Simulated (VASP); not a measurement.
Runs of VASP 6.6.1 on MoS2. The cell holds a slab with vacuum, 9 atoms: a = 3.150 Å, b = 3.150 Å, c = 33.454 Å, α = 90.00°, β = 90.00°, γ = 120.00°. 

```csv
task,level,potentials or basis,cell,k mesh,cutoff (eV),by perturbation theory,dipole correction,grid for exact exchange (PRECFOCK),screening parameter,gap on the mesh (eV),largest force (eV/Å)
relaxation of cell and atoms,PBE+D3(BJ),"VASP PAW PBE potentials, release 64 (S, Mo_sv)",relaxed,12 × 12 × 1,600,-,-,-,-,1.03,-
relaxation of cell and atoms,LDA,"VASP PAW LDA potentials, release 64 (S, Mo_sv)",relaxed,12 × 12 × 1,600,-,-,-,-,0.99,0.01
band structure,PBE+D3(BJ),"VASP PAW PBE potentials, release 64 (S, Mo_sv)","P-6m2, 31.95 Å³/atom",6 × 6 × 1,520,-,yes,-,-,1.03,0.01
band structure,HSE06,"VASP PAW PBE potentials, release 64 (S, Mo_sv)","P-6m2, 31.95 Å³/atom",6 × 6 × 1,520,-,yes,Fast,0.2 1/A,(a),0.57
```

Alike in all rows: no spin polarisation; smearing gaussian 0.03 eV.

Question: Estimate the missing entries.

Answer: (a) 1.62.

Caveats: the relaxation stopped at its first step, so nothing moved (some runs); the PAW data sets were made with another functional, which shifts forces and pressure a little (some runs).

A k mesh can miss the band edges, and the runs leave out spin-orbit coupling on Mo.
